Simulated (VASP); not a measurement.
Ge3B2C3:

```xyz
8
Lattice="5.2591 0.0000 0.0000 -2.6295 4.5545 0.0000 0.0000 0.0000 5.6486" Properties=species:S:1:pos:R:3 pbc="T T T"
Ge    2.6295    0.0000    2.8243
Ge   -1.3148    2.2773    2.8243
Ge    1.3148    2.2773    2.8243
B     0.0000    3.0363    0.0000
B     2.6295    1.5182    0.0000
C     0.0000    3.0363    2.8243
C     2.6295    1.5182    2.8243
C     0.0000    0.0000    2.8243
```

The cell was built by a generator and needn't be a form met in nature.

- Program: VASP 6.6.1
- Task: relaxation of cell and atoms
- Functional: PBE
- Potentials or basis: VASP PAW PBE potentials, release 64 (Ge_d, B, C)
- Cutoff: 520 eV
- k mesh: 4 × 4 × 3
- Occupations: gaussian, width 0.15 eV
- Spin: no spin polarisation

At the start: pressure 51.3 GPa; volume 16.91 Å³/atom.

Q: Where does the relaxation end?

A: Over 15 steps the energy falls by 1294.3 meV/atom and the volume is 20.03 Å³/atom (+18.5 %); space group P6/mmm (No. 191, to 0.05 Å).

The path:
```tsv
step	energy change (eV)	largest force (eV/Å)	pressure (GPa)	volume (Å³)
1	0.0000	0.0000	51.26	135.30
2	4.6509	0.0000	-5.70	260.52
3	-6.2072	0.0000	-6.88	246.29
4	-8.2669	0.0000	-6.97	226.74
5	-9.2882	0.0000	2.36	178.26
6	-9.4196	0.0000	-3.70	196.49
7	-9.5571	0.0000	-2.37	190.08
8	-9.5433	0.0000	-2.58	191.49
9	-9.7868	0.0000	-2.49	184.90
10	-10.3311	0.0000	-1.06	164.95
11	-10.3267	0.0000	-0.15	157.58
12	-10.3507	0.0000	-0.54	161.11
13	-10.3509	0.0000	-0.78	161.72
14	-10.3479	0.0000	1.44	158.80
15	-10.3542	0.0000	0.43	160.26
```

Final structure:
```
Ge B C
1.0
     6.28716    0.00000    0.00000
    -3.14358    5.44484    0.00000
     0.00000    0.00000    4.68160
Ge B C
3 2 3
Direct
  0.50000 0.00000 0.50000
  0.00000 0.50000 0.50000
  0.50000 0.50000 0.50000
  0.33333 0.66667 0.00000
  0.66667 0.33333 0.00000
  0.33333 0.66667 0.50000
  0.66667 0.33333 0.50000
  0.00000 0.00000 0.50000
```

Caveat: the k mesh is coarse (spacing up to 0.37 Å⁻¹), so the values aren't converged; the volume moved by over 15 % at a fixed basis, so the end points are rough.
